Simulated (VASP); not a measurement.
Data:

```
Nb
1.0
    2.82792     0.00000     0.00000
   -1.41396     2.44905     0.00000
    0.00000     0.00000     5.17851
Nb
2
Direct
  0.33333   0.66667   0.25000
  0.66667   0.33333   0.75000
```

Calculation: PBEsol GGA, VASP's PBE PAW potentials (set 64) (plane waves; VASP). Numerical set-up: 400 eV cut-off, 17×17×8 Γ-centred mesh, tetrahedra with Blöchl corrections, potentials Nb_sv.

Question: Tabulate the total density of states (states/eV per cell) against energy (eV; zero at the valence-band maximum or, without a gap, the Fermi level).

Answer: 
```
E (eV) | DOS (states/eV)
    -9.95 |  0.00
    -9.38 |  0.00
    -8.81 |  0.00
    -8.24 |  0.00
    -7.67 |  0.00
    -7.21 |  0.00
    -6.64 |  0.00
    -6.07 | # 0.06
    -5.50 | # 0.14
    -4.93 | ## 0.22
    -4.36 | #### 0.35
    -3.79 | ###################### 2.21
    -3.34 | ######################### 2.51
    -2.77 | ####################### 2.24
    -2.20 | ####################### 2.31
    -1.62 | ######################## 2.33
    -1.05 | ################## 1.79
    -0.48 | ############################## 2.97
     0.09 | ############################ 2.78
     0.66 | ##################### 2.11
     1.23 | ######################### 2.50
     1.68 | ######################## 2.39
     2.25 | ################# 1.64
     2.82 | ########### 1.05
     3.39 | ################# 1.69
```
Within 2 eV below the Fermi level the largest weight inside VASP's projection spheres is Nb d.

The structure was generated: Nb was put into the hcp type (P6_3/mmc), which need not be its known phase. It was relaxed first.
